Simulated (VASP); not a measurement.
Consider the following.

```xyz
2
Lattice="0.0000 3.3031 3.3031 3.3692 0.0000 3.3031 3.3692 3.3031 0.0000" Properties=species:S:1:pos:R:3 pbc="T T T"
K      3.3692     3.3031     6.6062
Br     3.3692     3.3031     3.3031
```

All values below come from r2SCAN meta-GGA, VASP's PBE PAW potentials (set 64) (plane waves; VASP 6.6.1). Numerical set-up: 480 eV cut-off, 6×6×6 Γ-centred mesh, Gaussian smearing of 0.050 eV, potentials K_sv Br.

### Question
What does the run give for the energy per atom (σ→0), band gap (on the k-mesh) with the smallest direct gap where there is one?

### Answer

```
Quantity                                       Value
-----------------------------------  ---------------
band gap (on the k-mesh)                     5.01 eV
smallest direct gap (on the k-mesh)          5.01 eV
energy per atom (σ→0)                -11.623 eV/atom
```

Only differences to runs with the same potentials and settings are physical.

The compound is KBr in the rock salt structure. This cell was strained or had an atom moved on purpose.
